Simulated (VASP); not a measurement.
Be3Se2S:

```
CELL_PARAMETERS angstrom
5.40000 -3.10000 0.00000
5.40000 3.10000 0.00000
0.00000 0.00000 5.80000
ATOMIC_POSITIONS crystal
Be 0.16310 0.54770 0.91120
Be 0.45230 0.83690 0.91120
Be 0.88600 0.11400 0.84650
Be 0.54770 0.16310 0.41120
Be 0.83690 0.45230 0.41120
Be 0.11400 0.88600 0.34650
Se 0.17030 0.48050 0.50000
Se 0.82970 0.51950 0.00000
Se 0.51950 0.82970 0.50000
Se 0.48050 0.17030 0.00000
S 0.17030 0.82970 0.99360
S 0.82970 0.17030 0.49360
```

The cell was built by a generator and needn't be a form met in nature.

```yaml
Program: VASP 6.6.1
Task: relaxation of cell and atoms
Functional: PBE
Potentials_or_basis: VASP PAW PBE potentials, release 64 (Be, Se, S)
Cutoff: 520 eV
k_mesh: 3 × 3 × 3
Occupations: gaussian, width 0.15 eV
Spin: no spin polarisation
```

At the start: pressure 5.2 GPa; volume 16.18 Å³/atom.

Question: How do energy, volume and symmetry change on relaxing?

Answer: Over 9 steps the energy falls by 250.9 meV/atom and the volume is 16.39 Å³/atom (+1.3 %); space group Cmc2_1 (No. 36, to 0.05 Å).

The path:
| step | energy change (eV) | largest force (eV/Å) | pressure (GPa) | volume (Å³) |
| --- | --- | --- | --- | --- |
| 1 | 0.0000 | 3.9785 | 5.19 | 194.18 |
| 2 | -2.2507 | 1.4437 | -3.30 | 209.23 |
| 3 | -2.2521 | 1.4259 | -3.45 | 209.71 |
| 4 | -2.8735 | 0.7033 | -1.17 | 200.88 |
| 5 | -2.9680 | 0.4082 | 0.08 | 196.81 |
| 6 | -2.9695 | 0.4064 | 0.28 | 196.21 |
| 7 | -3.0005 | 0.1668 | -0.09 | 196.97 |
| 8 | -3.0039 | 0.1074 | -0.22 | 197.32 |
| 9 | -3.0113 | 0.0751 | 0.00 | 196.68 |

Final structure:
```xyz
12
Lattice="5.3683 -3.1025 0.0000 5.3683 3.1025 0.0000 0.0000 0.0000 5.9043" Properties=species:S:1:pos:R:3 pbc="T T T"
Be    3.6409    1.0853    5.2442
Be    7.0956    1.0853    5.2442
Be    5.3683   -2.1497    5.1127
Be    3.6409   -1.0853    2.2921
Be    7.0956   -1.0853    2.2921
Be    5.3683    2.1497    2.1606
Se    3.6072    1.0377    3.0000
Se    7.1293   -1.0377    0.0478
Se    7.1293    1.0377    3.0000
Se    3.6072   -1.0377    0.0478
S     5.3683    2.0920    0.0235
S     5.3683   -2.0920    2.9757
```
